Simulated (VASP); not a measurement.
Consider the following.

```xyz
3
Lattice="0.0000 2.9698 2.9698 2.9698 0.0000 2.9698 2.9698 2.9698 0.0000" Properties=species:S:1:pos:R:3 pbc="T T T"
Al     1.4849     1.4849     1.4849
Al     4.4547     4.4547     4.4547
Pt     0.0000     0.0000     0.0000
```

Method: PBE GGA with D3 dispersion (Becke-Johnson damping), VASP's PBE PAW potentials (set 64) (plane waves; VASP 6.6.1). Run with 520 eV cut-off, 9×9×9 Γ-centred mesh, first-order Methfessel-Paxton smearing of 0.10 eV, potentials Al Pt.

Unless said otherwise, spin-orbit coupling is left out, though it shifts the bands of the heavy elements here.

Q: Predict the energy per atom (σ→0), pressure, band gap (on the k-mesh) with the smallest direct gap where there is one.

A: 
```
Quantity                                                     Value
------------------------  ----------------------------------------
band gap (on the k-mesh)  none (metal, semimetal or under 0.01 eV)
energy per atom (σ→0)                               -5.842 eV/atom
pressure                                                 -3.91 GPa
```

Total energies compare only between runs with the same potentials, cut-off and functional.

The compound is PtAl2 in the fluorite structure. This cell is one point of a volume scan, at 1.03 of the reference volume.
